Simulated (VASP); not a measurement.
## Lattice of CdS (Hawleyite) across functionals and dispersion corrections

Which functional gives the lattice of CdS (Hawleyite) as experiment finds it, and is a dearer one worth its cost? The levels: LDA, PBE, r2SCAN, PBE + D3(BJ), r2SCAN + rVV10, AM05, optB88-vdW and BLYP + D3(BJ). LASPH is on for some levels and off for others; the table marks which. The start is a cell from a database of measured crystal structures.

Main program and level: VASP 6.6.1; LDA; plane waves and PAW (Cd, S), in the first sound run; inputs show where later runs differ.

## (1) The structure

Before any relaxation, the start is as follows. The structure is cubic, space group F-43m (No. 216). The conventional cell has a = 5.833 Å, b = 5.833 Å, c = 5.833 Å, α = 90.00°, β = 90.00°, γ = 90.00°. Nearest to Cd lie 4 S at 2.53 Å. Nearest to S lie 4 Cd at 2.53 Å. Farther neighbours and most contacts between anions are not listed.

Structure file:

```
Cd S
1.0
     0.00000    2.91650    2.91650
     2.91650    0.00000    2.91650
     2.91650    2.91650    0.00000
Cd S
1 1
Cartesian
  0.0000 0.0000 0.0000
  1.4583 1.4583 1.4583
```

## (2) Relaxation with LDA

Properties are meant for the cell that this level of theory prefers, so cell and atoms are relaxed first (ISIF = 3) until forces and stress are small; EDIFFG sets the threshold. LDA, the lowest rung, knows the local density alone.

The input, INCAR:

```
SYSTEM = CdS
PREC = Accurate
ENCUT = 520
EDIFF = 1E-06
NELM = 100
ISMEAR = -1
SIGMA = 0.05
LREAL = .FALSE.
ALGO = Normal
GGA = CA
NBANDS = 15
LORBIT = 11
LWAVE = .FALSE.
LCHARG = .FALSE.
KPAR = 2
IBRION = 2
NSW = 60
ISIF = 3
EDIFFG = -0.01
```

The input, POSCAR:

```
CdS
1.0
    0.0000000000      2.9165000000      2.9165000000
    2.9165000000      0.0000000000      2.9165000000
    2.9165000000      2.9165000000      0.0000000000
Cd S
1 1
Direct
    0.0000000000      0.0000000000      0.0000000000
    0.2500000000      0.2500000000      0.2500000000
```

The input, KPOINTS:

```
Automatic mesh
0
Gamma
8 8 8
0 0 0
```

PAW data sets: Cd and S (PBE family, release 64).

Command:

```bash
$ mpirun -np 2 vasp_std
```

The log of the run:

```text
[banner, memory and clock lines left out]
running    2 mpi-ranks, on    1 nodes
 distrk:  each k-point on    1 cores,    2 groups
 distr:  one band on    1 cores,    1 groups

 POSCAR found type information on POSCAR CdS
 POSCAR found :  2 types and       2 ions
|                                                                             |
|               ----> ADVICE to this user running VASP <----                  |
|                                                                             |
|     You enforced a specific xc type in the INCAR file but a different       |
|     [... a line on the potential file left out ...]
|     I HOPE YOU KNOW WHAT YOU ARE DOING!                                     |
|                                                                             |

 LDA part: xc-table for (Slater(with rela. corr.)+CA(PZ))
 , standard interpolation
 POSCAR, INCAR and KPOINTS ok, starting setup
 FFT: planning ... GRIDC
 FFT: planning ... GRID_SOFT
 FFT: planning ... GRID
 WAVECAR not read
 entering main loop
       N       E                     dE             d eps       ncg     rms          rms(c)
DAV:   1     0.108642008607E+03    0.10864E+03   -0.90630E+03   886   0.109E+03
DAV:   2    -0.344690420366E+01   -0.11209E+03   -0.10586E+03  1031   0.267E+02
DAV:   3    -0.795261208385E+01   -0.45057E+01   -0.44938E+01  1080   0.552E+01
DAV:   4    -0.798148606133E+01   -0.28874E-01   -0.28871E-01  1073   0.446E+00
DAV:   5    -0.798187370176E+01   -0.38764E-03   -0.38763E-03  1087   0.489E-01    0.723E+00
DAV:   6    -0.746487944831E+01    0.51699E+00   -0.97609E-01  1275   0.147E+01    0.583E+00
DAV:   7    -0.744714326174E+01    0.17736E-01   -0.16641E-01  1024   0.308E+00    0.293E+00
DAV:   8    -0.744239296463E+01    0.47503E-02   -0.17112E-02   996   0.171E+00    0.212E-01
DAV:   9    -0.744188428254E+01    0.50868E-03   -0.23013E-03  1130   0.756E-01    0.453E-02
DAV:  10    -0.744188372331E+01    0.55923E-06   -0.19906E-04  1080   0.162E-01    0.511E-02
DAV:  11    -0.744188754631E+01   -0.38230E-05   -0.14666E-05  1059   0.309E-02    0.353E-02
DAV:  12    -0.744189061895E+01   -0.30726E-05   -0.56198E-06   996   0.149E-02    0.145E-02
DAV:  13    -0.744189005221E+01    0.56674E-06   -0.14173E-06   826   0.744E-03
   1 F= -.74418901E+01 E0= -.74418894E+01  d E =-.744189E+01
 curvature:   0.00 expect dE= 0.000E+00 dE for cont linesearch  0.000E+00
 trial: gam= 0.00000 g(F)=  0.620E-48 g(S)=  0.240E-01 ort = 0.000E+00 (trialstep = 0.100E+01)
 search vector abs. value=  0.240E-01
 bond charge predicted
       N       E                     dE             d eps       ncg     rms          rms(c)
DAV:   1    -0.776276592548E+01   -0.32088E+00   -0.56363E+00   933   0.296E+01    0.380E+00
DAV:   2    -0.747489545038E+01    0.28787E+00   -0.68552E-01  1010   0.134E+01    0.131E+00
DAV:   3    -0.745140570220E+01    0.23490E-01   -0.64505E-02  1094   0.266E+00    0.101E+00
DAV:   4    -0.744905896278E+01    0.23467E-02   -0.40169E-03   947   0.678E-01    0.244E-01
DAV:   5    -0.744882694705E+01    0.23202E-03   -0.29839E-04  1143   0.298E-01    0.975E-02
DAV:   6    -0.744883090437E+01   -0.39573E-05   -0.10531E-04   926   0.104E-01    0.317E-02
DAV:   7    -0.744883097053E+01   -0.66163E-07   -0.17796E-06   864   0.129E-02
   2 F= -.74488310E+01 E0= -.74488307E+01  d E =-.694092E-02
 trial-energy change:   -0.006941  1 .order   -0.006736   -0.023986    0.010513
 step:   0.7027(harm=  0.6953)  dis= 0.00000  next Energy=    -7.450388 (dE=-0.850E-02)
 bond charge predicted
       N       E                     dE             d eps       ncg     rms          rms(c)
DAV:   1    -0.747760170794E+01   -0.28771E-01   -0.50422E-01   933   0.911E+00    0.121E+00
DAV:   2    -0.745307784867E+01    0.24524E-01   -0.55848E-02   989   0.365E+00    0.457E-01
DAV:   3    -0.745073381445E+01    0.23440E-02   -0.57106E-03  1087   0.875E-01    0.368E-01
DAV:   4    -0.745047132557E+01    0.26249E-03   -0.38289E-04   933   0.197E-01    0.659E-02
DAV:   5    -0.745045209815E+01    0.19227E-04   -0.48463E-05  1150   0.118E-01    0.139E-02
DAV:   6    -0.745045227002E+01   -0.17187E-06   -0.86856E-06   947   0.372E-02
   3 F= -.74504523E+01 E0= -.74504519E+01  d E =-.856222E-02
 curvature:  -0.35 expect dE=-0.572E-06 dE for cont linesearch -0.572E-06
 trial: gam= 0.00000 g(F)=  0.409E-48 g(S)=  0.165E-05 ort =-0.199E-03 (trialstep = 0.941E+00)
 search vector abs. value=  0.165E-05
 reached required accuracy - stopping structural energy minimisation
```

The job ended after 9 s (2 MPI ranks of Intel Xeon 6975P-C (Granite Rapids), shared host; peak memory 0.31 GiB).

The logs omit lines about the potential files and the build; timing stands in the text.

From OUTCAR (step 2):

```text
ion  position               nearest neighbor table
   1  0.000  0.000  0.000-   2 2.53   2 2.53   2 2.53   2 2.53
   2  0.250  0.250  0.250-   1 2.53   1 2.53   1 2.53   1 2.53

  LATTYP: Found a face centered cubic cell.
 ALAT       =     5.8330000000

 Subroutine GETGRP returns: Found 24 space group operations
 (whereof 24 operations were pure point group operations)

The static configuration has the point symmetry T_d .

 Found     29 irreducible k-points:

   k-points           NKPTS =     29   k-points in BZ     NKDIM =     29   number of bands    NBANDS=     15

   dimension x,y,z NGX =    32 NGY =   32 NGZ =   32
   dimension x,y,z NGXF=    64 NGYF=   64 NGZF=   64

   ENCUT  =  520.0 eV  38.22 Ry    6.18 a.u.   7.67  7.67  7.67*2*pi/ulx,y,z

   NELECT =      18.0000    total number of electrons

 k-points in reciprocal lattice and weights: Automatic mesh
   0.00000000  0.00000000  0.00000000       0.002
   0.12500000  0.00000000  0.00000000       0.016
   0.25000000  0.00000000  0.00000000       0.016
   0.37500000  0.00000000  0.00000000       0.016
   0.50000000  0.00000000  0.00000000       0.008
   0.12500000  0.12500000  0.00000000       0.012
   0.25000000  0.12500000  0.00000000       0.047
   0.37500000  0.12500000  0.00000000       0.047
   0.50000000  0.12500000  0.00000000       0.047
[...]
-0.37500000  0.50000000  0.12500000       0.023
  -0.25000000  0.50000000  0.25000000       0.012

 average (electrostatic) potential at core
       1 -39.0663       2 -89.1294

 E-fermi :   1.8284

 k-point     1 :       0.0000    0.0000    0.0000
  band No.  band energies     occupation
    ...
      5      -6.0325      2.00000
      6      -6.0325      2.00000
      7       1.3168      1.99993
      8       1.3168      1.99993
      9       1.3168      1.99993
     10       2.2664      0.00031
     11       7.6799      0.00000
     12       7.6799      0.00000
     13       7.6799      0.00000
     14      12.5459      0.00000
    ...

 k-point     2 :       0.1250    0.0000    0.0000
  band No.  band energies     occupation
    ...
      5      -6.0339      2.00000
      6      -6.0339      2.00000
      7       0.2068      2.00000
      8       1.1833      2.00000
      9       1.1833      2.00000
     10       3.1593      0.00000
     11       7.4148      0.00000
     12       7.8902      0.00000
     13       7.8902      0.00000
     14      12.1643      0.00000
    ...

 k-point     3 :       0.2500    0.0000    0.0000
  band No.  band energies     occupation
    ...
      5      -6.0284      2.00000
      6      -6.0284      2.00000
      7      -1.3350      2.00000
      8       0.8844      2.00000
      9       0.8844      2.00000
     10       3.9396      0.00000
     11       7.4419      0.00000
     12       8.2111      0.00000
     13       8.2111      0.00000
     14      11.9060      0.00000
    ...

  Total        0.0047692      0.0047692      0.0047692      0.0000000      0.0000000     -0.0000000
  in kB        0.1586059      0.1586059      0.1586059      0.0000000      0.0000000     -0.0000000
  external PRESSURE =       0.1586059 kB  Pullay stress =       0.0000000 kB

  energy-cutoff  :      520.00
  volume of cell :       48.18
      direct lattice vectors                 reciprocal lattice vectors
     0.000000000  2.888039330  2.888039330    -0.173127836  0.173127836  0.173127836
     2.888039330  0.000000000  2.888039330     0.173127836 -0.173127836  0.173127836
     2.888039330  2.888039330 -0.000000000     0.173127836  0.173127836 -0.173127836

 POSITION                                       TOTAL-FORCE (eV/Angst)
 -----------------------------------------------------------------------------------
      0.00000      0.00000      0.00000        -0.000000     -0.000000     -0.000000
      1.44402      1.44402      1.44402         0.000000      0.000000      0.000000
 -----------------------------------------------------------------------------------
    total drift:                                0.000000      0.000000      0.000000

  FREE ENERGIE OF THE ION-ELECTRON SYSTEM (eV)
  ---------------------------------------------------
  free  energy   TOTEN  =        -7.4504522700 eV

  energy  without entropy=       -7.4504515978  energy(sigma->0) =       -7.45045193

 reached required accuracy - stopping structural energy minimisation

 total charge
# of ion       s       p       d       tot
------------------------------------------
    1        0.445   0.355   9.561  10.361
    2        1.314   2.370   0.000   3.684
--------------------------------------------------
tot          1.759   2.725   9.561  14.045

[... 3 further parts left out ...]
```

The gap is read on the k-mesh alone, so it is an upper bound where the band edges lie off the mesh. The PAW data sets were made with PBE, though LDA sets exist; this is a small mismatch. The run keeps the 24 symmetry operations of its start, so it cannot find a distortion of lower symmetry.

Step by step:

```tsv
step	energy less that of the first step (eV)	largest force (eV/Å)	pressure (GPa)	volume (Å³)
1	0.0000	0.0000	-1.86	49.62
2	-0.0069	0.0000	0.85	47.58
3	-0.0086	0.0000	0.02	48.18
```

```tsv
conventional cell, symmetrised	before	after	change
a (Å)	5.833	5.776	-1.0 %
b (Å)	5.833	5.776	-1.0 %
c (Å)	5.833	5.776	-1.0 %
volume (Å³/atom)	24.81	24.09	-2.9 %
```

Final coordinates:

```xyz
2
Lattice="0.0000 2.8880 2.8880 2.8880 0.0000 2.8880 2.8880 2.8880 0.0000" Properties=species:S:1:pos:R:3 pbc="T T T"
Cd    0.0000    0.0000    0.0000
S     1.4440    1.4440    1.4440
```

This step gave:

```yaml
electrons: 18
bands: 15
irreducible_k_points: 29
symmetry_operations: 24
free_energy_toten: -7.450 eV
fermi_energy: 1.828 eV
pressure: 0.01586 GPa
metallic: no
valence_top_at_k: 0, 0, 0
conduction_bottom_at_k: 0, 0, 0
least_direct_gap_at_k: 0, 0, 0
scf_cycles_over_all_ionic_steps: 26
gap_on_the_k_mesh: 0.9496 eV
least_direct_gap_on_the_k_mesh: 0.9496 eV
```

It ends with forces that vanish by symmetry and a pressure of 0.02 GPa. The volume lies -2.9 % from that of the database's start, which holds the thermal and zero-point expansion of its experiment. The conventional cell has a = 5.776 Å.

## (3) Relaxation with PBE

This step: PBE; plane waves and PAW (Cd, S) (VASP 6.6.1).

PBE, the usual starting point, adds the gradient of the density.

Edit INCAR of step 2 so:

```diff
@@ -9,3 +9,3 @@
 ALGO = Normal
-GGA = CA
+GGA = PE
 NBANDS = 15
```

POSCAR is that of step 2.

KPOINTS is that of step 2.

Command:

```bash
$ mpirun -np 2 vasp_std
```

The log of the run:

```text
[banner, memory and clock lines left out]
running    2 mpi-ranks, on    1 nodes
 distrk:  each k-point on    1 cores,    2 groups
 distr:  one band on    1 cores,    1 groups

 POSCAR found type information on POSCAR CdS
 POSCAR found :  2 types and       2 ions
 LDA part: xc-table for (Slater+PW92), standard interpolation
 POSCAR, INCAR and KPOINTS ok, starting setup
 FFT: planning ... GRIDC
 FFT: planning ... GRID_SOFT
 FFT: planning ... GRID
 WAVECAR not read
 entering main loop
       N       E                     dE             d eps       ncg     rms          rms(c)
DAV:   1     0.110268663821E+03    0.11027E+03   -0.91088E+03   886   0.109E+03
DAV:   2    -0.214149835152E+01   -0.11241E+03   -0.10671E+03  1031   0.269E+02
DAV:   3    -0.663655318215E+01   -0.44951E+01   -0.44839E+01  1094   0.555E+01
DAV:   4    -0.666506772077E+01   -0.28515E-01   -0.28512E-01  1038   0.442E+00
DAV:   5    -0.666546856634E+01   -0.40085E-03   -0.40084E-03  1101   0.500E-01    0.812E+00
DAV:   6    -0.613932862049E+01    0.52614E+00   -0.88446E-01  1262   0.123E+01    0.649E+00
DAV:   7    -0.612041176058E+01    0.18917E-01   -0.20841E-01   968   0.329E+00    0.318E+00
DAV:   8    -0.612071227722E+01   -0.30052E-03   -0.19352E-02  1010   0.188E+00    0.315E-01
DAV:   9    -0.612057202617E+01    0.14025E-03   -0.24082E-03  1080   0.766E-01    0.645E-02
DAV:  10    -0.612070017160E+01   -0.12815E-03   -0.27481E-04  1024   0.174E-01    0.686E-02
DAV:  11    -0.612077895302E+01   -0.78781E-04   -0.11796E-04   990   0.995E-02    0.175E-02
DAV:  12    -0.612077035058E+01    0.86024E-05   -0.32447E-05  1219   0.779E-02    0.990E-03
DAV:  13    -0.612077157710E+01   -0.12265E-05   -0.48265E-06   975   0.145E-02    0.121E-02
DAV:  14    -0.612077139330E+01    0.18380E-06   -0.22234E-07   652   0.295E-03
   1 F= -.61207714E+01 E0= -.61207713E+01  d E =-.612077E+01
 curvature:   0.00 expect dE= 0.000E+00 dE for cont linesearch  0.000E+00
 trial: gam= 0.00000 g(F)=  0.708E-46 g(S)=  0.717E-01 ort = 0.000E+00 (trialstep = 0.100E+01)
 search vector abs. value=  0.717E-01
 bond charge predicted
       N       E                     dE             d eps       ncg     rms          rms(c)
DAV:   1    -0.696279750609E+01   -0.84203E+00   -0.16451E+01   898   0.513E+01    0.809E+00
DAV:   2    -0.624161188849E+01    0.72119E+00   -0.15456E+00   968   0.181E+01    0.286E+00
DAV:   3    -0.615611183484E+01    0.85500E-01   -0.17738E-01  1115   0.493E+00    0.253E+00
DAV:   4    -0.614444229005E+01    0.11670E-01   -0.13661E-02   933   0.969E-01    0.624E-01
DAV:   5    -0.614378237525E+01    0.65991E-03   -0.15277E-03  1052   0.501E-01    0.137E-01
DAV:   6    -0.614380808671E+01   -0.25711E-04   -0.32026E-04   933   0.211E-01    0.767E-02
DAV:   7    -0.614382724546E+01   -0.19159E-04   -0.36171E-05   996   0.553E-02    0.380E-02
DAV:   8    -0.614382405061E+01    0.31949E-05   -0.82672E-06  1073   0.412E-02    0.258E-03
DAV:   9    -0.614382451773E+01   -0.46712E-06   -0.46881E-07   757   0.562E-03
   2 F= -.61438245E+01 E0= -.61438243E+01  d E =-.230531E-01
 trial-energy change:   -0.023053  1 .order   -0.024698   -0.071746    0.022350
 step:   0.7424(harm=  0.7625)  dis= 0.00000  next Energy=    -6.146731 (dE=-0.260E-01)
 bond charge predicted
       N       E                     dE             d eps       ncg     rms          rms(c)
DAV:   1    -0.620275745484E+01   -0.58933E-01   -0.10713E+00   905   0.125E+01    0.176E+00
DAV:   2    -0.615206340706E+01    0.50694E-01   -0.11475E-01   968   0.504E+00    0.599E-01
DAV:   3    -0.614705724941E+01    0.50062E-02   -0.12965E-02  1094   0.122E+00    0.499E-01
DAV:   4    -0.614665673400E+01    0.40052E-03   -0.74130E-04   891   0.275E-01    0.121E-01
DAV:   5    -0.614663078278E+01    0.25951E-04   -0.95547E-05  1115   0.145E-01    0.382E-02
DAV:   6    -0.614663799643E+01   -0.72137E-05   -0.22857E-05   898   0.551E-02    0.160E-02
DAV:   7    -0.614663755930E+01    0.43712E-06   -0.16393E-06   922   0.895E-03
   3 F= -.61466376E+01 E0= -.61466374E+01  d E =-.258662E-01
 curvature:  -0.38 expect dE=-0.204E-05 dE for cont linesearch -0.204E-05
 trial: gam=-0.00860 g(F)=  0.208E-46 g(S)=  0.540E-05 ort = 0.622E-03 (trialstep = 0.948E+00)
 search vector abs. value=  0.506E-09
 reached required accuracy - stopping structural energy minimisation
```

Run time: 11 s. Hardware: 2 MPI ranks; peak memory 0.37 GiB; 21 s of CPU time.

From OUTCAR (step 3):

```text
The static configuration has the point symmetry T_d .

 Found     29 irreducible k-points:

   NELECT =      18.0000    total number of electrons

 E-fermi :   1.4329

 k-point     1 :       0.0000    0.0000    0.0000
  band No.  band energies     occupation
    ...
      5      -6.2666      2.00000
      6      -6.2666      2.00000
      7       0.8755      1.99997
      8       0.8755      1.99997
      9       0.8755      1.99997
     10       1.9069      0.00015
     11       7.4258      0.00000
     12       7.4258      0.00000
     13       7.4258      0.00000
     14      12.0219      0.00000
    ...

 k-point     2 :       0.1250    0.0000    0.0000
  band No.  band energies     occupation
    ...
      5      -6.2674      2.00000
      6      -6.2674      2.00000
      7      -0.1170      2.00000
      8       0.7657      2.00000
      9       0.7657      2.00000
     10       2.7420      0.00000
     11       7.1534      0.00000
     12       7.6116      0.00000
     13       7.6116      0.00000
     14      11.6958      0.00000
    ...

  Total        0.0086362      0.0086362      0.0086362     -0.0000000      0.0000000      0.0000000
  in kB        0.2644784      0.2644784      0.2644784     -0.0000000      0.0000000      0.0000000
  external PRESSURE =       0.2644784 kB  Pullay stress =       0.0000000 kB

  energy-cutoff  :      520.00
  volume of cell :       52.32
      direct lattice vectors                 reciprocal lattice vectors
     0.000000000  2.968505660  2.968505660    -0.168434915  0.168434915  0.168434915
     2.968505660 -0.000000000  2.968505660     0.168434915 -0.168434915  0.168434915
     2.968505660  2.968505660  0.000000000     0.168434915  0.168434915 -0.168434915

 POSITION                                       TOTAL-FORCE (eV/Angst)
 -----------------------------------------------------------------------------------
      0.00000      0.00000      0.00000         0.000000      0.000000      0.000000
      1.48425      1.48425      1.48425        -0.000000     -0.000000     -0.000000
 -----------------------------------------------------------------------------------
    total drift:                               -0.000000     -0.000000     -0.000000

  FREE ENERGIE OF THE ION-ELECTRON SYSTEM (eV)
  ---------------------------------------------------
  free  energy   TOTEN  =        -6.1466375593 eV

  energy  without entropy=       -6.1466372056  energy(sigma->0) =       -6.14663738

 total charge
# of ion       s       p       d       tot
------------------------------------------
    1        0.417   0.297   9.564  10.277
    2        1.325   2.380   0.000   3.705
--------------------------------------------------
tot          1.742   2.677   9.564  13.983

[... 8 parts as in an earlier step ...]

[... 5 further parts left out ...]
```

CONTCAR:

```
CdS
   1.00000000000000
     0.0000000000000000    2.9685056603366253    2.9685056603366253
     2.9685056603366253   -0.0000000000000000    2.9685056603366253
     2.9685056603366253    2.9685056603366253    0.0000000000000000
  Cd              S
     1     1
Direct
     0.0000000000000000    0.0000000000000000    0.0000000000000000
     0.2500000000000000    0.2500000000000000    0.2500000000000000
```

Relaxation path:

```tsv
step	energy less that of the first step (eV)	largest force (eV/Å)	pressure (GPa)	volume (Å³)
1	0.0000	0.0000	3.22	49.62
2	-0.0231	0.0000	-0.93	53.28
3	-0.0259	0.0000	0.03	52.32
```

```tsv
conventional cell, symmetrised	before	after	change
a (Å)	5.833	5.937	+1.8 %
b (Å)	5.833	5.937	+1.8 %
c (Å)	5.833	5.937	+1.8 %
volume (Å³/atom)	24.81	26.16	+5.4 %
```

The relaxed structure:

```xyz
2
Lattice="0.0000 2.9685 2.9685 2.9685 0.0000 2.9685 2.9685 2.9685 0.0000" Properties=species:S:1:pos:R:3 pbc="T T T"
Cd    0.0000    0.0000    0.0000
S     1.4843    1.4843    1.4843
```

This step gave:

```yaml
free_energy_toten: -6.147 eV
fermi_energy: 1.433 eV
pressure: 0.02645 GPa
scf_cycles_over_all_ionic_steps: 30
gap_on_the_k_mesh: 1.031 eV
least_direct_gap_on_the_k_mesh: 1.031 eV
```

It ends at 26.16 Å³/atom, +5.4 % from the start, with 0.03 GPa left. The conventional cell has a = 5.937 Å.

(Continued in part 2 of 3.)

[Lines on the potential files, build, host, timing and source positions are cut from VASP's logs without a mark.]

[Logs are printed without paths, hosts, clocks, repeated set-up lines and the standing remarks that a program may print on its own settings, such as how far it seeks lower states.]

[Hosts, paths, dates, database ids (printed as entryN), source tags and the programs' standing remarks are cut or masked in the printed files.]

[A measured line is paired with the nearest computed mode of its activity, which favours agreement.]
